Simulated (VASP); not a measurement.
Data:

```yaml
crystal:
  lattice:
    - [3.21792, 0.00000, 0.00000]
    - [0.00000, 3.21792, 0.00000]
    - [0.00000, 0.00000, 3.21792]
  atoms:
    - { symbol: In, position: [0.50000, 0.50000, 0.50000] }
    - { symbol: Pd, position: [0.00000, 0.00000, 0.00000] }
```

Calculation: LDA (Ceperley-Alder, Perdew-Zunger), VASP's LDA PAW potentials (set 64) (plane waves; VASP). Numerical set-up: 400 eV cut-off, 10×10×10 Γ-centred mesh, first-order Methfessel-Paxton smearing of 0.10 eV, potentials In_d Pd.

Unless said otherwise, spin-orbit coupling is left out, though it shifts the bands of the heavy elements here.

Predict the energy per atom (σ→0), band gap (on the k-mesh) with the smallest direct gap where there is one.

- band gap (on the k-mesh): none (metal, semimetal or under 0.01 eV)
- energy per atom (σ→0): -5399 meV/atom

The compound is PdIn in the CsCl type structure. It was relaxed first. The start is the result of an earlier pass. The electron count is odd and the run is not spin-polarised, which forces a metal.
